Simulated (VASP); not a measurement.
```
CELL_PARAMETERS angstrom
      1.62308    -2.81125     0.00000
      1.62308     2.81125     0.00000
      0.00000     0.00000     5.17575
ATOMIC_POSITIONS crystal
  Zr 0.33333 0.66667 0.25000
  Zr 0.66667 0.33333 0.75000
```

Method: PBE GGA, VASP's PBE PAW potentials (set 64) (plane waves; VASP). Numerical set-up: 300 eV cut-off, 12×12×7 Γ-centred mesh, Fermi-Dirac smearing of 0.10 eV, potentials Zr_sv.

Question: Give the energies of bands 9 to 15 at the high-symmetry points, in eV from the Fermi level.

Answer: 
```csv
band,Γ,M,K,A,L,H
9,-5.57,-2.49,-2.02,-3.88,-2.79,-1.38
10,-2.96,-2.45,-1.32,-3.88,-2.79,-1.38
11,0.89,-2.07,-1.32,0.07,-1.00,-1.23
12,0.89,-0.21,-1.10,0.07,-1.00,-1.23
13,1.02,0.57,0.29,0.79,1.61,-0.02
14,1.14,0.79,0.29,0.79,1.61,-0.02
15,1.56,1.46,1.80,0.79,2.21,2.04
```

It has no gap at this level: it comes out as a metal or semimetal.

The structure is a typed Zr crystal (P6_3/mmc). The cell was not relaxed at this level.
